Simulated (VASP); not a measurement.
## NaCl: from the relaxed cell to its vibrations

What lattice, stiffness and vibrations does NaCl have at one level of theory? The starting structure is a measured crystal structure from the Crystallography Open Database. All runs use PBEsol.

Program: VASP 6.6.1. Level of theory: Kohn-Sham DFT with plane waves and PAW; PBEsol. Results are calculated unless marked as measured.

The database entry behind the starting cell differs from later determinations by our own check (about 0.6 % short), so it need not match the best structure at ambient conditions.

## Step 1: The starting structure

The structure is cubic, space group Fm-3m (No. 225). Conventional cell: a = 5.604 Å, b = 5.604 Å, c = 5.604 Å, α = 90.00°, β = 90.00°, γ = 90.00°. Nearest to Cl lie 6 Na at 2.80 Å. Na has 6 Cl at 2.80 Å nearest. Farther neighbours and most contacts between anions are not listed.

Coordinates:

```xyz
2
Lattice="0.0000 2.8018 2.8018 2.8018 0.0000 2.8018 2.8018 2.8018 0.0000" Properties=species:S:1:pos:R:3 pbc="T T T"
Cl    2.8018    2.8018    2.8018
Na    0.0000    0.0000    0.0000
```

## Step 2: Relaxation

This run starts from the cell of an earlier relaxation, which isn't shown; the restart sets up the plane waves anew.

File INCAR:

```
SYSTEM = NaCl
PREC = Accurate
ENCUT = 500
EDIFF = 1E-07
NELM = 100
ISMEAR = 0
SIGMA = 0.03
LREAL = .FALSE.
ALGO = Normal
GGA = PS
NBANDS = 13
LORBIT = 11
LWAVE = .FALSE.
LCHARG = .FALSE.
KPAR = 4
IBRION = 2
NSW = 50
ISIF = 3
EDIFFG = -0.002
```

File POSCAR:

```
NaCl
1.0
    0.0000000000      2.8011131833      2.8011131833
    2.8011131833      0.0000000000      2.8011131833
    2.8011131833      2.8011131833      0.0000000000
Cl Na
1 1
Direct
    0.5000000000      0.5000000000      0.5000000000
    0.0000000000      0.0000000000      0.0000000000
```

File KPOINTS:

```
Automatic mesh
0
Gamma
6 6 6
0 0 0
```

The projector-augmented-wave data sets are Cl and Na_pv (PBE family, release 64).

Launch:

```bash
$ mpirun -np 4 vasp_std
```

What it wrote:

```text
[banner, memory and clock lines left out]
running    4 mpi-ranks, on    1 nodes
 distrk:  each k-point on    1 cores,    4 groups
 distr:  one band on    1 cores,    1 groups

 POSCAR found type information on POSCAR ClNa
 POSCAR found :  2 types and       2 ions
|                                                                             |
|               ----> ADVICE to this user running VASP <----                  |
|                                                                             |
|     You enforced a specific xc type in the INCAR file but a different       |
|     [... a line on the potential file left out ...]
|     I HOPE YOU KNOW WHAT YOU ARE DOING!                                     |
|                                                                             |

 LDA part: xc-table for (Slater+PW92), standard interpolation
 POSCAR, INCAR and KPOINTS ok, starting setup
 FFT: planning ... GRIDC
 FFT: planning ... GRID_SOFT
 FFT: planning ... GRID
 WAVECAR not read
 entering main loop
       N       E                     dE             d eps       ncg     rms          rms(c)
DAV:   1     0.972467164279E+02    0.97247E+02   -0.69865E+03   426   0.103E+03
DAV:   2     0.556147680527E+00   -0.96691E+02   -0.90485E+02   449   0.284E+02
DAV:   3    -0.702244457145E+01   -0.75786E+01   -0.75302E+01   521   0.742E+01
DAV:   4    -0.715680858884E+01   -0.13436E+00   -0.13431E+00   486   0.106E+01
DAV:   5    -0.715991418425E+01   -0.31056E-02   -0.31053E-02   532   0.161E+00    0.192E+00
DAV:   6    -0.700540650205E+01    0.15451E+00   -0.26353E-01   481   0.378E+00    0.138E+00
DAV:   7    -0.699483112036E+01    0.10575E-01   -0.63544E-02   546   0.175E+00    0.929E-01
DAV:   8    -0.699827110516E+01   -0.34400E-02   -0.76407E-03   466   0.848E-01    0.277E-01
DAV:   9    -0.699817654173E+01    0.94563E-04   -0.18959E-04   511   0.113E-01    0.175E-01
DAV:  10    -0.699821682331E+01   -0.40282E-04   -0.30061E-04   466   0.115E-01    0.604E-02
DAV:  11    -0.699820583852E+01    0.10985E-04   -0.21805E-05   496   0.354E-02    0.201E-02
DAV:  12    -0.699820491574E+01    0.92278E-06   -0.36857E-06   451   0.123E-02    0.172E-03
DAV:  13    -0.699820507157E+01   -0.15583E-06   -0.85857E-08   516   0.224E-03    0.597E-04
DAV:  14    -0.699820503879E+01    0.32777E-07   -0.28200E-09   298   0.521E-04
   1 F= -.69982050E+01 E0= -.69982050E+01  d E =-.699821E+01
 curvature:   0.00 expect dE= 0.000E+00 dE for cont linesearch  0.000E+00
 trial: gam= 0.00000 g(F)=  0.181E-60 g(S)=  0.190E-06 ort = 0.000E+00 (trialstep = 0.100E+01)
 search vector abs. value=  0.190E-06
 reached required accuracy - stopping structural energy minimisation
```

It took 4.2 s on 4 MPI ranks of Intel Xeon 6975P-C (Granite Rapids), shared host; peak memory 0.6 GiB; 14 s of CPU time.

Lines that name or quote the potential files are left out of all logs, and their timing lines are given in words.

From OUTCAR (step 2):

```text
ion  position               nearest neighbor table
   1  0.500  0.500  0.500-
   2  0.000  0.000  0.000-

  LATTYP: Found a face centered cubic cell.
 ALAT       =     5.6022263666

 Subroutine GETGRP returns: Found 48 space group operations
 (whereof 48 operations were pure point group operations)

The static configuration has the point symmetry O_h .

 Found     16 irreducible k-points:

   k-points           NKPTS =     16   k-points in BZ     NKDIM =     16   number of bands    NBANDS=     13

   dimension x,y,z NGX =    30 NGY =   30 NGZ =   30
   dimension x,y,z NGXF=    60 NGYF=   60 NGZF=   60

   ENCUT  =  500.0 eV  36.75 Ry    6.06 a.u.   7.22  7.22  7.22*2*pi/ulx,y,z

   NELECT =      14.0000    total number of electrons

 k-points in reciprocal lattice and weights: Automatic mesh
   0.00000000  0.00000000  0.00000000       0.005
   0.16666667  0.00000000  0.00000000       0.037
   0.33333333  0.00000000  0.00000000       0.037
   0.50000000  0.00000000  0.00000000       0.019
   0.16666667  0.16666667  0.00000000       0.028
   0.33333333  0.16666667  0.00000000       0.111
   0.50000000  0.16666667  0.00000000       0.111
  -0.33333333  0.16666667  0.00000000       0.111
  -0.16666667  0.16666667  0.00000000       0.056
[...]
-0.33333333  0.33333333  0.16666667       0.111
  -0.33333333  0.50000000  0.16666667       0.056

 average (electrostatic) potential at core
       1 -93.5895       2 -46.9620

 E-fermi :  -0.5037

 k-point     1 :       0.0000    0.0000    0.0000
  band No.  band energies     occupation
    ...
      3     -21.2813      2.00000
      4     -13.3586      2.00000
      5      -0.6673      2.00000
      6      -0.6673      2.00000
      7      -0.6673      2.00000
      8       4.3388      0.00000
      9      10.3491      0.00000
     10      10.3491      0.00000
     11      10.3491      0.00000
     12      12.5965      0.00000
    ...

 k-point     2 :       0.1667    0.0000    0.0000
  band No.  band energies     occupation
    ...
      3     -21.2819      2.00000
      4     -13.2709      2.00000
      5      -1.3071      2.00000
      6      -0.7410      2.00000
      7      -0.7410      2.00000
      8       5.1749      0.00000
      9       9.5319      0.00000
     10      10.6438      0.00000
     11      10.6438      0.00000
     12      12.2670      0.00000
    ...

 k-point     3 :       0.3333    0.0000    0.0000
  band No.  band energies     occupation
    ...
      3     -21.2831      2.00000
      4     -13.0873      2.00000
      5      -2.2878      2.00000
      6      -0.8811      2.00000
      7      -0.8811      2.00000
      8       6.2639      0.00000
      9       9.3634      0.00000
     10      10.4738      0.00000
     11      10.4738      0.00000
     12      13.3647      0.00000
    ...

  Total       -0.0016192     -0.0016192     -0.0016192      0.0000000      0.0000000      0.0000000
  in kB       -0.0590189     -0.0590189     -0.0590189      0.0000000      0.0000000      0.0000000
  external PRESSURE =      -0.0590189 kB  Pullay stress =       0.0000000 kB

  energy-cutoff  :      500.00
  volume of cell :       43.96
      direct lattice vectors                 reciprocal lattice vectors
     0.000000000  2.801113183  2.801113183    -0.178500463  0.178500463  0.178500463
     2.801113183  0.000000000  2.801113183     0.178500463 -0.178500463  0.178500463
     2.801113183  2.801113183  0.000000000     0.178500463  0.178500463 -0.178500463

 POSITION                                       TOTAL-FORCE (eV/Angst)
 -----------------------------------------------------------------------------------
      2.80111      2.80111      2.80111         0.000000     -0.000000     -0.000000
      0.00000      0.00000      0.00000        -0.000000      0.000000      0.000000
 -----------------------------------------------------------------------------------
    total drift:                               -0.000000      0.000000      0.000000

  FREE ENERGIE OF THE ION-ELECTRON SYSTEM (eV)
  ---------------------------------------------------
  free  energy   TOTEN  =        -6.9982050388 eV

  energy  without entropy=       -6.9982050388  energy(sigma->0) =       -6.99820504

 reached required accuracy - stopping structural energy minimisation

 total charge
# of ion       s       p       d       tot
------------------------------------------
    1        1.578   3.558   0.000   5.136
    2        0.044   5.983   0.000   6.027
--------------------------------------------------
tot          1.622   9.540   0.000  11.163

[... 3 further parts left out ...]
```

CONTCAR:

```
NaCl
   1.00000000000000
     0.0000000000000000    2.8011131833000000    2.8011131833000000
     2.8011131833000000    0.0000000000000000    2.8011131833000000
     2.8011131833000000    2.8011131833000000    0.0000000000000000
  Cl              Na
     1     1
Direct
     0.5000000000000000    0.5000000000000000    0.5000000000000000
     0.0000000000000000    0.0000000000000000    0.0000000000000000
```

The PAW data sets were made with PBE, which is usual practice but a small mismatch for other functionals. The run keeps the 48 symmetry operations of its start, so it cannot find a distortion of lower symmetry.

The relaxed cell holds 21.978 Å³ an atom, with a = 5.602 Å (+0.0 % against the database cell). Pressures at 0.985 and 1.015 times this volume, from two more relaxations that aren't shown, give a bulk modulus of 26.2 GPa.

## Step 3: Elastic constants

File INCAR:

```
SYSTEM = NaCl
PREC = Accurate
ENCUT = 700
EDIFF = 1E-08
NELM = 100
ISMEAR = 0
SIGMA = 0.03
LREAL = .FALSE.
ALGO = Normal
GGA = PS
NBANDS = 13
LORBIT = 11
LWAVE = .FALSE.
LCHARG = .FALSE.
KPAR = 4
IBRION = 6
NFREE = 2
POTIM = 0.015
ISIF = 3
NSW = 1
```

POSCAR is that of step 2.

File KPOINTS:

```
Automatic mesh
0
Gamma
8 8 8
0 0 0
```

Launch:

```bash
$ mpirun -np 4 vasp_std
```

What it wrote:

```text
[banner, memory and clock lines left out]
running    4 mpi-ranks, on    1 nodes
[...]
[... a notice as in an earlier step ...]

 LDA part: xc-table for (Slater+PW92), standard interpolation
 POSCAR, INCAR and KPOINTS ok, starting setup
[...]
entering main loop
       N       E                     dE             d eps       ncg     rms          rms(c)
DAV:   1     0.107765154681E+03    0.10777E+03   -0.81174E+03   754   0.131E+03
DAV:   2     0.270062415280E+01   -0.10506E+03   -0.97973E+02   823   0.317E+02
DAV:   3    -0.695528002728E+01   -0.96559E+01   -0.95589E+01   974   0.842E+01
DAV:   4    -0.715702117580E+01   -0.20174E+00   -0.20162E+00   849   0.124E+01
[...]
DAV:  13    -0.699921050624E+01   -0.23987E-06   -0.76269E-08   879   0.218E-03    0.938E-04
DAV:  14    -0.699921048380E+01    0.22448E-07   -0.16935E-09   677   0.436E-04    0.841E-04
DAV:  15    -0.699921049144E+01   -0.76413E-08   -0.55119E-09   492   0.532E-04
   1 F= -.69992105E+01 E0= -.69992105E+01  d E =-.465540E-16
[... from here on, the cycles between the ionic steps are left out ...]
   2 F= -.69977355E+01 E0= -.69977355E+01  d E =-.488245E-11
   3 F= -.69972503E+01 E0= -.69972503E+01  d E =-.538972E-25
   4 F= -.69977355E+01 E0= -.69977355E+01  d E =-.488487E-11
   5 F= -.69972503E+01 E0= -.69972503E+01  d E =-.539116E-25
   6 F= -.69977355E+01 E0= -.69977355E+01  d E =-.488931E-11
   7 F= -.69972503E+01 E0= -.69972503E+01  d E =-.541096E-25
   8 F= -.69988425E+01 E0= -.69988425E+01  d E =-.896516E-17
   9 F= -.69988424E+01 E0= -.69988424E+01  d E =-.894944E-17
  10 F= -.69988423E+01 E0= -.69988423E+01  d E =-.894455E-17
  11 F= -.69988422E+01 E0= -.69988422E+01  d E =-.891732E-17
  12 F= -.69988424E+01 E0= -.69988424E+01  d E =-.896669E-17
  13 F= -.69988422E+01 E0= -.69988422E+01  d E =-.892713E-17
  14 F= -.69990478E+01 E0= -.69990478E+01  d E =-.452558E-16
  15 F= -.69990479E+01 E0= -.69990479E+01  d E =-.453117E-16
  16 F= -.69990499E+01 E0= -.69990499E+01  d E =-.450340E-16
  17 F= -.69990499E+01 E0= -.69990499E+01  d E =-.451997E-16
 Finite differences progress:
  Degree of freedom:   8/  8
  Displacement:        2/  2
  Total:              16/ 16
```

Wall time 2.9 min (4 MPI ranks); peak memory 1.4 GiB; 11 min of CPU time.

From OUTCAR (step 3):

```text
  Total        0.0104262      0.0078448      0.0078448      0.0000000      0.0000000      0.0000000
  in kB        0.3800273      0.2859385      0.2859385      0.0000000      0.0000000      0.0000000
  external PRESSURE =       0.3173015 kB  Pullay stress =       0.0000000 kB

 POSITION                                       TOTAL-FORCE (eV/Angst)
 -----------------------------------------------------------------------------------
      2.80111      2.80111      2.80111        -0.021609      0.000000      0.000000
     -0.01500      0.00000      0.00000         0.021609      0.000000      0.000000
 -----------------------------------------------------------------------------------
    total drift:                               -0.000241      0.000000      0.000000

  FREE ENERGIE OF THE ION-ELECTRON SYSTEM (eV)
  ---------------------------------------------------
  free  energy   TOTEN  =        -6.9990499492 eV

  energy  without entropy=       -6.9990499492  energy(sigma->0) =       -6.99904995

[... 3 further parts left out ...]
[key lines of the parts left out:]
E-fermi :  -0.5078
```

The last energy, forces and stress in OUTCAR belong to the last displaced cell, not to that of POSCAR.

The elastic tensor has C11 = 55.7, C12 = 11.4, C44 = 12.0 GPa; its Hill averages are a bulk modulus of 26.2 and a shear modulus of 15.4 GPa.

## Step 4: Modes of the relaxed cell

File INCAR:

```
SYSTEM = NaCl
PREC = Accurate
ENCUT = 500
EDIFF = 1E-08
NELM = 100
ISMEAR = 0
SIGMA = 0.03
LREAL = .FALSE.
ALGO = Normal
GGA = PS
NBANDS = 13
LORBIT = 11
LWAVE = .FALSE.
LCHARG = .FALSE.
KPAR = 4
IBRION = 8
LEPSILON = .TRUE.
LPEAD = .TRUE.
ISIF = 2
```

POSCAR is that of step 3.

File KPOINTS:

```
Automatic mesh
0
Gamma
14 14 14
0 0 0
```

Launch:

```bash
$ mpirun -np 4 vasp_std
```

What it wrote:

```text
[... set-up lines as in an earlier step ...]
 entering main loop
       N       E                     dE             d eps       ncg     rms          rms(c)
DAV:   1     0.955464321603E+02    0.95546E+02   -0.70162E+03  2740   0.104E+03
DAV:   2     0.945218326420E+00   -0.94601E+02   -0.87296E+02  2963   0.270E+02
DAV:   3    -0.701691985053E+01   -0.79621E+01   -0.79087E+01  3479   0.743E+01
DAV:   4    -0.715678590166E+01   -0.13987E+00   -0.13979E+00  3094   0.106E+01
[...]
DAV:  14    -0.699822036486E+01    0.22339E-07   -0.19272E-09  2302   0.462E-04    0.842E-04
DAV:  15    -0.699822038238E+01   -0.17521E-07   -0.58066E-09  1772   0.523E-04    0.719E-05
DAV:  16    -0.699822037912E+01    0.32610E-08   -0.26239E-10  1667   0.145E-04
   1 F= -.69982204E+01 E0= -.69982204E+01  d E =-.457940E-14
 Linear response reoptimize wavefunctions to high precision
DAV:   1    -0.699822037806E+01    0.10605E-08   -0.41738E-11  1837   0.876E-05
DAV:   2    -0.699822037810E+01   -0.43201E-10   -0.50748E-12  1637   0.280E-05
 Linear response to external field (no local field effect), progress :
[...]
RMM:  13    -0.193646551188E+00   -0.49012E-08    0.15410E-08  9892   0.129E-05    0.369E-07
 first order change of Fermi-energy   0.15653E-03
 force on displaced ion       1 direction 1 :  -1.436   0.000   0.000
 Born effective charge ion    1 direction 1 :  -1.090   0.000   0.000
 Linear response progress:
  Degree of freedom:   2/  2
       N       E                     dE             d eps       ncg     rms          rms(c)
RMM:   1    -0.158392597879E+00   -0.15839E+00   -0.34135E-01  6923   0.560E+00
RMM:   2    -0.162174576231E+00   -0.37820E-02   -0.18464E-02 10331   0.102E+00    0.218E-02
RMM:   3    -0.162322759774E+00   -0.14818E-03   -0.54275E-04 12158   0.178E-01    0.102E-02
RMM:   4    -0.162378716211E+00   -0.55956E-04   -0.31452E-05 13237   0.461E-02    0.296E-03
[...]
RMM:  10    -0.162406127742E+00    0.19746E-07    0.14486E-08 13995   0.135E-04    0.156E-05
RMM:  11    -0.162406110424E+00    0.17319E-07    0.11215E-08 14038   0.837E-05    0.270E-06
RMM:  12    -0.162406109094E+00    0.13300E-08    0.45139E-09 13840   0.542E-05    0.338E-06
 first order change of Fermi-energy  -0.22123E-04
 force on displaced ion       2 direction 1 :  -1.456   0.000   0.000
 Born effective charge ion    2 direction 1 :   1.090   0.000   0.000
 Born effective charges drift removed
 Linear response finished
```

Wall time 3.3 min (4 MPI ranks); peak memory 2.5 GiB.

Parts of OUTCAR (step 4):

```text
  Total       -0.0022433     -0.0022433     -0.0022433      0.0000000     -0.0000000     -0.0000000
  in kB       -0.0817661     -0.0817661     -0.0817661      0.0000000     -0.0000000     -0.0000000
  external PRESSURE =      -0.0817661 kB  Pullay stress =       0.0000000 kB

 POSITION                                       TOTAL-FORCE (eV/Angst)
 -----------------------------------------------------------------------------------
      2.80111      2.80111      2.80111         0.000000      0.000000      0.000000
      0.00000      0.00000      0.00000         0.000000      0.000000      0.000000
 -----------------------------------------------------------------------------------
    total drift:                               -0.000000      0.000000      0.000000

 MACROSCOPIC STATIC DIELECTRIC TENSOR (including local field effects in DFT)
 ------------------------------------------------------
           2.564092    -0.000000    -0.000000
           0.000000     2.564092    -0.000000
           0.000000    -0.000000     2.564092
 ------------------------------------------------------

 MACROSCOPIC STATIC DIELECTRIC TENSOR IONIC CONTRIBUTION
 ------------------------------------------------------
           3.385151    -0.000000    -0.000000
          -0.000000     3.385151     0.000000
          -0.000000     0.000000     3.385151
 ------------------------------------------------------

[... 1 part as in an earlier step ...]

[... 1 further part left out ...]
```

The zone-centre modes at 21.978 Å³ an atom are T1u 168.0 cm⁻¹.

[end of part 1 of 2]

[Lines on the potential files, build, host, timing and source positions are cut from VASP's logs without a mark.]

[Logs are printed without paths, hosts, clocks, repeated set-up lines and the standing remarks that a program may print on its own settings, such as how far it seeks lower states.]

[Hosts, paths, dates, database ids (printed as entryN), source tags and the programs' standing remarks are cut or masked in the printed files.]
